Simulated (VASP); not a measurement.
Wanted: the native input for a VASP 6.6.1 run.

```yaml
Task: single point
Functional: PBE
Potentials_or_basis: VASP PAW PBE potentials, release 64 (Be, Ga_d, C)
Cutoff: 520 eV
k_mesh: 9 × 9 × 14
Occupations: gaussian, width 0.1 eV
Spin: no spin polarisation
Dipole_correction: no
Further_INCAR_settings: ALGO = Fast; EDIFF = 1e-07; NBANDS = 36
```

The structure of Be3Ga3C2 lies in POSCAR:

```
Be3Ga3C2
1.0
    6.4543195003      0.0000000000      0.0000000000
   -3.2271597501      5.5896046514      0.0000000000
    0.0000000000      0.0000000000      2.7159970917
Be Ga C
3 3 2
Direct
    0.8822410669      0.4411205335      0.5000000000
    0.5588794665      0.4411205335      0.5000000000
    0.5588794665      0.1177589331      0.5000000000
    0.6782866689      0.8391433344      0.0000000000
    0.1608566656      0.8391433344      0.0000000000
    0.1608566656      0.3217133311      0.0000000000
    0.0000000000      0.0000000000      0.5000000000
    0.6666666667      0.3333333333      0.0000000000
```

The cell was built by a generator and needn't be a form met in nature.

The cell isn't the ideal one: species swapped into the Mn3Fe3Ge2 type (P-6m2, No. 187).

These files were run (other wordings do the same):

INCAR

```
SYSTEM = Be3Ga3C2
PREC = Accurate
ENCUT = 520
EDIFF = 1E-7
ISMEAR = 0
SIGMA = 0.1
LREAL = .FALSE.
LASPH = .TRUE.
NELM = 100
ALGO = Fast
ISIF = 2
LWAVE = .FALSE.
LCHARG = .FALSE.
GGA = PE
NBANDS = 36
```

KPOINTS

```
Automatic mesh
0
G
  9 9 14
  0 0 0
```

Potentials or basis: VASP PAW PBE potentials, release 64 (Be, Ga_d, C).

Command:

```bash
$ cat potpaw_PBE.64/Be/POTCAR potpaw_PBE.64/Ga_d/POTCAR potpaw_PBE.64/C/POTCAR > POTCAR
$ mpirun -np 1 vasp_std > vasp.out
```

It gave:

```yaml
Pressure: 0.2 GPa
Largest_force: 0.034 eV/Å
Band_gap_on_the_k_mesh: none (metal or under the smearing width)
```

Run time: 2.6 min on 1 thread of Intel(R) Xeon(R) 6975P-C (Granite Rapids), on a shared host, peak memory 0.4 GiB.
